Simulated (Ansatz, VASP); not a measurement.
# Li60Nb12HO60 (H transfer from O to O) in two plane-wave programs

One calculation is typed for both programs; each brings its own data sets. How far apart do they land? Of the first pair: The structure shown is the start of the Ansatz relaxation below; VASP solves that cell, so the two are compared at the walk's first step.

Program: Ansatz 0.2.0. Level of theory: plane waves, with VASP 6.6.1 beside it; single point at PBEsol. Results are calculated unless marked as measured.

## 1. Starting point

The cell holds 133 atoms: 60 Li, 12 Nb, 60 O and 1 H. Cell: a = 12.024 Å, b = 10.448 Å, c = 11.553 Å, α = 107.3°, β = 90.0°, γ = 112.6°. It derives from Li5NbO5 (Li5NbO5 (C2/m)). Nearest the centre at fractional (0.390, 0.421, 0.421): H133 at 0.42 Å, O76 at 1.40 Å, Nb68 at 1.40 Å, O110 at 1.41 Å, Li21 at 1.69 Å, O103 at 2.42 Å, O82 at 2.44 Å, Li4 at 2.47 Å. The cell carries charge +1.

## 2. Ansatz: relaxation, PBEsol

Ansatz runs on its default PAW (the set named soft_2) files.

The two programs are compared at the cell with which this relaxation starts, whose forces are those of its first step.

input.yaml

```yaml
crystal:
  lattice:
    - [0.0, -12.02387796, 0.0]
    - [-9.64854378, 4.00795932, -0.00669279]
    - [3.7205883, 0.0, -10.93780668]
  atoms:
    - { symbol: Li, position: [0.09426572, 0.28457743, 0.32549197] }
    - { symbol: Li, position: [0.10388326, 0.30971162, 0.06872987] }
[... 1 atom line left out ...]
    - { symbol: Li, position: [0.23019587, 0.1905876, 0.43105463] }
    - { symbol: Li, position: [0.23705758, 0.21117274, 0.17163026] }
[... 1 atom line left out ...]
    - { symbol: O, position: [0.05202683, 0.14814679, 0.41379102] }
[... 2 atom lines left out ...]
    - { symbol: O, position: [0.28078231, 0.34234694, 0.34089219] }
[... 3 atom lines left out ...]
    - { symbol: Li, position: [0.00031824, 0.00261749, 0.75072143] }
[... 5 atom lines left out ...]
    - { symbol: O, position: [0.16681214, -0.0010231, 0.50104501] }
    - { symbol: O, position: [0.28143648, 0.34200628, 0.84059949] }
    - { symbol: O, position: [0.28453691, 0.35361073, 0.58691874] }
    - { symbol: Li, position: [0.09645804, 0.78832068, 0.32669078] }
    - { symbol: Li, position: [0.10284273, 0.80812294, 0.06788003] }
    - { symbol: Li, position: [6.728e-05, 0.4999273, 0.24800384] }
[... 1 atom line left out ...]
    - { symbol: Li, position: [0.23568617, 0.70665426, 0.16893043] }
[... 3 atom lines left out ...]
    - { symbol: O, position: [0.16694387, 0.50007166, 3.628e-05] }
[... 1 atom line left out ...]
    - { symbol: O, position: [0.28341559, 0.84982519, 0.08458872] }
    - { symbol: Li, position: [0.09601366, 0.78957124, 0.83029299] }
[... 2 atom lines left out ...]
    - { symbol: Li, position: [0.229325, 0.68685021, 0.9301029] }
    - { symbol: Li, position: [0.23581495, 0.71425803, 0.67380023] }
[... 1 atom line left out ...]
    - { symbol: O, position: [0.04769596, 0.64520497, 0.91246525] }
[... 12 atom lines left out ...]
    - { symbol: O, position: [0.49918127, -0.00330842, -0.00270371] }
[... 3 atom lines left out ...]
    - { symbol: Li, position: [0.4364708, 0.3094124, 0.56894537] }
[... 8 atom lines left out ...]
    - { symbol: O, position: [0.61596926, 0.35590716, 0.58699273] }
[... 1 atom line left out ...]
    - { symbol: Li, position: [0.43661349, 0.8085907, 0.0684576] }
[... 3 atom lines left out ...]
    - { symbol: Nb, position: [0.33325166, 0.49951426, 0.0001783] }
    - { symbol: O, position: [0.38212976, 0.64638927, 0.41308126] }
    - { symbol: O, position: [0.38638678, 0.65699838, 0.15944232] }
[... 1 atom line left out ...]
    - { symbol: O, position: [0.61480856, 0.84356698, 0.34200138] }
    - { symbol: O, position: [0.61821264, 0.85442424, 0.08766695] }
[... 2 atom lines left out ...]
    - { symbol: Li, position: [0.33598404, 0.49766267, 0.75268591] }
[... 1 atom line left out ...]
    - { symbol: Li, position: [0.57412877, 0.71961244, 0.67542802] }
[... 7 atom lines left out ...]
    - { symbol: Li, position: [0.76945694, 0.31025225, 0.06904264] }
[... 2 atom lines left out ...]
    - { symbol: Li, position: [0.90344255, 0.20855101, 0.16904729] }
    - { symbol: Nb, position: [0.66782151, 0.0008226, 0.00086404] }
[... 1 atom line left out ...]
    - { symbol: O, position: [0.71672218, 0.1591996, 0.16038028] }
[... 2 atom lines left out ...]
    - { symbol: O, position: [0.95143025, 0.35314285, 0.08696467] }
[... 2 atom lines left out ...]
    - { symbol: Li, position: [0.66840639, 0.00376328, 0.75129504] }
    - { symbol: Li, position: [0.89713713, 0.19039783, 0.93154737] }
    - { symbol: Li, position: [0.90405464, 0.21106424, 0.67258146] }
[... 1 atom line left out ...]
    - { symbol: O, position: [0.71569281, 0.14714988, 0.91392251] }
[... 2 atom lines left out ...]
    - { symbol: O, position: [0.94759986, 0.34182332, 0.84070149] }
    - { symbol: O, position: [0.9518782, 0.35385139, 0.58670155] }
[... 1 atom line left out ...]
    - { symbol: Li, position: [0.77017548, 0.81000724, 0.07000097] }
[... 10 atom lines left out ...]
    - { symbol: Li, position: [0.77146186, 0.81279105, 0.56888111] }
[... 5 atom lines left out ...]
    - { symbol: O, position: [0.71713995, 0.65715839, 0.65845554] }
[... 3 atom lines left out ...]
    - { symbol: H, position: [0.357446, 0.397348, 0.396812] }
total_charge: 1
basis:
  ecutwfc: 420
  xc_grid: 2
hamiltonian:
  xc: pbesol
kpoints:
  mp_grid: { grid: [1, 1, 1], shift: [0.25, 0.25, 0.25] }
scf:
  occupations: { method: fixed }
  max_iter: 100
output:
  forces: true
relax:
  f_tol: 0.02
  max_steps: 70
  random_displacement: { amplitude: 0.01, seed: 6603 }
```

The run is started by

```
$ ansatz run input.yaml --threads 32 --pin off --max-ram 84787MiB --backend cuda --events-out ev --progress --plain --runs-dir out --max-vram 78GiB
```

The log of the run:

```text
[...]
Engine: ansatz 0.2.0, aarch64-unknown-linux-gnu
[...]
Pseudopotential: Li, paw, valence charge 3, recommended cutoff 420 eV (normal), Li.paw.azcp
Pseudopotential: Nb, paw, valence charge 13, recommended cutoff 420 eV (normal), Nb.paw.azcp
Pseudopotential: O, paw, valence charge 6, recommended cutoff 420 eV (normal), O.paw.azcp
Pseudopotential: H, paw, valence charge 1, recommended cutoff 420 eV (normal), H.paw.azcp
Functional definition: PBEsol
[...]
Crystal: 133 atoms, lattice volume = 1269.226 Å³
Basis set: ecut = 420 eV, 24811 PW (Γ), exchange–correlation on 162×144×160 points (8 copies of the dense FFT grid, shifted against one another)
[...]
SCF 1 converged in 9 iterations: F = -99947.189469 eV  dr2 = 5.83e-6
[...]
relax step   1: F+E_penalty+E_count = -99947.18946929 eV  Δ(F+E_penalty+E_count) = +0.000e0 eV  max|allowed force component| = 1.245e1 eV/Å  Δτ_max = 0.0000 Å  (9 SCF iters, dr2 threshold 1.00e-5 eV,  [...]
[...]
relax step   8: F+E_penalty+E_count = -99950.92675898 eV  Δ(F+E_penalty+E_count) = -4.733e-2 eV  max|allowed force component| = 5.342e-1 eV/Å  Δτ_max = 0.2000 Å  (6 SCF iters, dr2 threshold 1.00e-4 eV [...]
[...]
relax step  10: F+E_penalty+E_count = -99950.98672131 eV  Δ(F+E_penalty+E_count) = -3.482e-2 eV  max|allowed force component| = 9.399e-1 eV/Å  Δτ_max = 0.0886 Å  (5 SCF iters, dr2 threshold 1.00e-4 eV [...]
[...]
relax step  22: F+E_penalty+E_count = -99951.17447165 eV  Δ(F+E_penalty+E_count) = -1.536e-4 eV  max|allowed force component| = 9.842e-3 eV/Å  Δτ_max = 0.0027 Å  (6 SCF iters, accepted)
[...]
```

## 3. VASP: single point, PBEsol, start cell, pair 1

The same cell, functional and mesh now go to VASP, with its own data sets.

Lines of VASP's logs that name or quote its potential files are left out, and so is its time.

INCAR

```
SYSTEM = Li60Nb12HO60
PREC = Accurate
ENCUT = 650
EDIFF = 1E-06
NELM = 120
ISMEAR = 0
SIGMA = 0.01
LREAL = Auto
ALGO = Normal
GGA = PS
NELECT = 696
NBANDS = 441
LASPH = .TRUE.
LORBIT = 11
LWAVE = .FALSE.
LCHARG = .FALSE.
ISIF = 2
ISYM = 0
GGA_COMPAT = .FALSE.
EFERMI = MIDGAP
```

POSCAR

```
Li60Nb12HO60
1.0
    0.0000000000    -12.0238779571      0.0000000000
   -9.6485437768      4.0079593190     -0.0066927898
    3.7205883020      0.0000000000    -10.9378066794
Li Nb O H
60 12 60 1
Direct
    0.0948000958      0.2851512929      0.3250278275
    0.1035468559      0.3104896181      0.0687452229
[... 1 atom line left out ...]
    0.2309805341      0.1914395060      0.4314136165
    0.2374155792      0.2107446413      0.1721176453
[... 1 atom line left out ...]
    0.1018372243      0.3050550814      0.5717744438
[... 2 atom lines left out ...]
    0.2371654036      0.2109921289      0.6729491652
[... 3 atom lines left out ...]
    0.2312349475      0.6936137736      0.4274492982
[... 5 atom lines left out ...]
    0.2366938973      0.7144480036      0.6739210672
    0.4298571112      0.2898106870      0.3290477208
    0.4352997006      0.3071364695      0.0683815706
    0.3297744244      0.9883151091      0.2486858914
    0.5619116968      0.1907099358      0.4308655068
    0.5689045373      0.2119379608      0.1701055429
[... 1 atom line left out ...]
    0.4357255164      0.3096614344      0.5689374189
[... 3 atom lines left out ...]
    0.4304548708      0.7888645020      0.3280109441
[... 1 atom line left out ...]
    0.3334907686      0.5009662377      0.2506578530
    0.5638782173      0.6898779772      0.4312000504
[... 2 atom lines left out ...]
    0.4387717254      0.8133160588      0.5688120872
    0.3357864575      0.4966256457      0.7522235883
[... 1 atom line left out ...]
    0.5745054153      0.7192645359      0.6759294921
[... 12 atom lines left out ...]
    0.6662002142      0.5015794600      0.2495603656
[... 3 atom lines left out ...]
    0.7714165542      0.8134859268      0.5684462792
[... 8 atom lines left out ...]
    0.3329913104      0.9979657669      0.5005586380
[... 1 atom line left out ...]
    0.3341974447      0.5003417272      0.5003426627
[... 3 atom lines left out ...]
    0.6667506227      0.4999871396      0.4991543416
    0.0521921423      0.1472948955      0.4131554267
    0.0570567864      0.1586702323      0.1601727023
[... 1 atom line left out ...]
    0.2814845737      0.3432011285      0.3414489885
    0.2850951729      0.3535339190      0.0876440679
[... 2 atom lines left out ...]
    0.1660365689      0.9981046317      0.5006499791
[... 1 atom line left out ...]
    0.2850014835      0.3545003685      0.5876523138
[... 7 atom lines left out ...]
    0.1674650726      0.4999251330      0.5000686396
[... 2 atom lines left out ...]
    0.3813481315      0.1455312656      0.4128822279
    0.3832628091      0.1525228161      0.1557880155
[... 1 atom line left out ...]
    0.6143816871      0.3421318222      0.3416324948
[... 2 atom lines left out ...]
    0.3855258744      0.1558189627      0.6578062081
[... 2 atom lines left out ...]
    0.6153878836      0.3556295598      0.5862802328
    0.3829045146      0.6464629369      0.4134899703
    0.3864382594      0.6560661572      0.1591369402
[... 1 atom line left out ...]
    0.6153354927      0.8440003000      0.3427882201
[... 2 atom lines left out ...]
    0.3850698000      0.6572003531      0.6585051014
    0.4998734429      0.5008576962      0.5000680689
[... 1 atom line left out ...]
    0.6205632398      0.8561904917      0.5880767402
[... 10 atom lines left out ...]
    0.7180096684      0.6480256955      0.4145861262
[... 5 atom lines left out ...]
    0.7170194748      0.6580292982      0.6585045941
[... 3 atom lines left out ...]
    0.3580370579      0.3979566061      0.3963625146
```

KPOINTS

```
Points of the shifted mesh
1
Reciprocal
 0.2500000000  0.2500000000  0.2500000000 1
```

The projector-augmented-wave data sets are Li_sv, Nb_sv, O and H (PBE family, release 64).

The run is started by

```
$ export OMP_NUM_THREADS=4
$ mpirun -np 1 vasp_std
```

The log of the run:

```text
[banner, memory and clock lines left out]
running    1 mpi-ranks, on    1 nodes
[...]
Offloading initialized ...    1 GPUs detected
[...]
|                                                                             |
|               ----> ADVICE to this user running VASP <----                  |
|                                                                             |
|     You enforced a specific xc type in the INCAR file but a different       |
|     [... a line on the potential file left out ...]
|     I HOPE YOU KNOW WHAT YOU ARE DOING!                                     |
|                                                                             |

 LDA part: xc-table for (Slater+PW92), standard interpolation
 POSCAR, INCAR and KPOINTS ok, starting setup
[...]
entering main loop
       N       E                     dE             d eps       ncg     rms          rms(c)
DAV:   1     0.940690478690E+04    0.94069E+04   -0.37553E+05   882   0.202E+03
DAV:   2     0.469704422025E+03   -0.89372E+04   -0.83798E+04   954   0.644E+02
DAV:   3    -0.859716496967E+03   -0.13294E+04   -0.13026E+04  1300   0.226E+02
DAV:   4    -0.100863106672E+04   -0.14891E+03   -0.14799E+03  1516   0.690E+01
DAV:   5    -0.103038277842E+04   -0.21752E+02   -0.21718E+02  1628   0.209E+01BRMIX: very serious problems
 the old and the new charge density differ
 old charge density:   697.00000 new  696.00000
    0.742E+01
DAV:   6    -0.871531293974E+03    0.15885E+03   -0.66493E+02  1212   0.473E+01    0.261E+01
DAV:   7    -0.874046008336E+03   -0.25147E+01   -0.86442E+01  1492   0.150E+01    0.166E+01
DAV:   8    -0.872900798021E+03    0.11452E+01   -0.89387E+00  1268   0.547E+00    0.568E+00
DAV:   9    -0.872842081227E+03    0.58717E-01   -0.14196E+00  1516   0.240E+00    0.226E+00
[...]
DAV:  17    -0.872930015648E+03   -0.57761E-05   -0.28979E-05  1148   0.105E-02    0.564E-03
DAV:  18    -0.872930016154E+03   -0.50623E-06   -0.10895E-05  1244   0.575E-03    0.457E-03
DAV:  19    -0.872930015892E+03    0.26207E-06   -0.94484E-07   660   0.293E-03
   1 F= -.87293002E+03 E0= -.87293002E+03  d E =0.000000E+00
```

From OUTCAR (step 3):

```text
  Total       -4.8842472     -6.1867738      3.4765185     -3.7498274     -5.7290325      6.3573303
  in kB       -6.1655125     -7.8097257      4.3884999     -4.7335048     -7.2319069      8.0250237
  external PRESSURE =      -3.1955794 kB  Pullay stress =       0.0000000 kB

 POSITION                                       TOTAL-FORCE (eV/Angst)
 -----------------------------------------------------------------------------------
     -1.54200      0.00301     -3.55700         0.069178      0.775659     -0.200017
     -2.74000     -0.00060     -0.75400        -0.009221      0.066801      0.069863
     -8.71154      3.98166     -2.74469         0.100869      0.079734      0.042951
     -0.24200     -2.01000     -4.72000         0.824774      0.066692     -0.246132
[...]
0.11600     -0.03720     -4.52000        -0.334037     -0.241312      0.134132
     -0.93500     -0.05010     -1.75300        -0.171466     -0.199861     -0.311752
     -5.89886      2.00996    -10.90450        -0.032213     -0.186622     -0.062070
     -2.04100     -2.00900     -3.73700         1.343910      0.503535      2.594755
     -3.08500     -2.01100     -0.96100         0.303515      0.038788     -0.423386
      1.99400      0.00173     -9.99300        -0.185727     -0.027511     -0.075527
      0.91900     -0.01380     -7.21900         0.046195     -0.023283      0.136472
     -7.76754      2.00396     -5.48269        -0.111833     -0.158686      0.032003
     -0.17900     -2.00600     -9.19700         0.091602     -0.034197     -0.000115
[...]
-----------------------------------------------------------------------------------
    total drift:                                0.001035      0.011795      0.008075

  FREE ENERGIE OF THE ION-ELECTRON SYSTEM (eV)
  ---------------------------------------------------
  free  energy   TOTEN  =      -872.9300158920 eV

  energy  without entropy=     -872.9300158920  energy(sigma->0) =     -872.93001589

[... 3 further parts left out ...]
[key lines of the parts left out:]
E-fermi :   3.7001
```

The run ends at a pressure of -0.32 GPa, with forces up to 15 eV/Å.

## 4. Comparison

Known differences besides the potentials themselves: fixed occupations in Ansatz, narrow Gaussian smearing in VASP; the cutoff is 420 eV in Ansatz and 650 eV in VASP (PREC = Accurate, projectors in real space); Ansatz makes its cores anew for this functional, VASP keeps those of its PBE data sets. Total energies have different zeros and are not compared.

Forces on 8 of the 133 atoms, those with the largest forces and the largest differences (eV/Å; atoms numbered as in POSCAR):

| atom | Ansatz x, y, z | VASP x, y, z |
| --- | --- | --- |
| Li21 | 0.947, -1.442, 0.717 | 0.930, -1.450, 0.728 |
| Nb68 | -6.454, 5.977, -12.450 | -6.471, 5.985, -12.468 |
| Nb72 | -0.087, -2.283, -0.439 | -0.092, -2.296, -0.439 |
| O76 | 1.279, 0.336, 2.470 | 1.344, 0.504, 2.595 |
| O90 | 0.167, -1.256, 0.405 | 0.169, -1.245, 0.407 |
| O110 | 0.481, 1.498, 1.090 | 0.480, 1.508, 1.093 |
| O131 | -0.112, -0.097, -0.326 | -0.132, -0.097, -0.364 |
| H133 | 3.053, -5.185, 6.164 | 2.980, -5.353, 6.038 |

The forces differ by 20 meV/Å r.m.s., which is 2.1 % of the r.m.s. force of 0.930 eV/Å (both taken over all components). The cell carries a charge of +1 e against a uniform background, so its pressure also hangs on how the neutralising background is counted, and in a defect's cell a gap may be the spacing between its levels.

## 5. Ansatz: relaxation, PBEsol

This run makes the geometry at which the two programs are then compared.

The structure compared here is the end of the Ansatz relaxation.

input.yaml is that of step 2.

The run is started by

```
$ ansatz run input.yaml --threads 32 --pin off --max-ram 84787MiB --backend cuda --events-out ev --progress --plain --runs-dir out --max-vram 78GiB
```

The log of the run:

```text
[...]
Crystal: 133 atoms, lattice volume = 1269.226 Å³
Basis set: ecut = 420 eV, 24811 PW (Γ), exchange–correlation on 162×144×160 points (8 copies of the dense FFT grid, shifted against one another)
[...]
SCF 1 converged in 9 iterations: F = -99947.189469 eV  dr2 = 5.83e-6
[...]
relax step   1: F+E_penalty+E_count = -99947.18946929 eV  Δ(F+E_penalty+E_count) = +0.000e0 eV  max|allowed force component| = 1.245e1 eV/Å  Δτ_max = 0.0000 Å  (9 SCF iters, dr2 threshold 1.00e-5 eV,  [...]
[...]
relax step   8: F+E_penalty+E_count = -99950.92675898 eV  Δ(F+E_penalty+E_count) = -4.733e-2 eV  max|allowed force component| = 5.342e-1 eV/Å  Δτ_max = 0.2000 Å  (6 SCF iters, dr2 threshold 1.00e-4 eV [...]
[...]
relax step  22: F+E_penalty+E_count = -99951.17447165 eV  Δ(F+E_penalty+E_count) = -1.536e-4 eV  max|allowed force component| = 9.842e-3 eV/Å  Δτ_max = 0.0027 Å  (6 SCF iters, accepted)
[...]
```

[end of part 1 of 2]

[Lines on the potential files, build, host, timing and source positions are cut from VASP's logs without a mark.]

[Logs are printed without paths, hosts, clocks, repeated set-up lines and the standing remarks that a program may print on its own settings, such as how far it seeks lower states.]

[Hosts, paths, dates, database ids (printed as entryN), source tags and the programs' standing remarks are cut or masked in the printed files.]
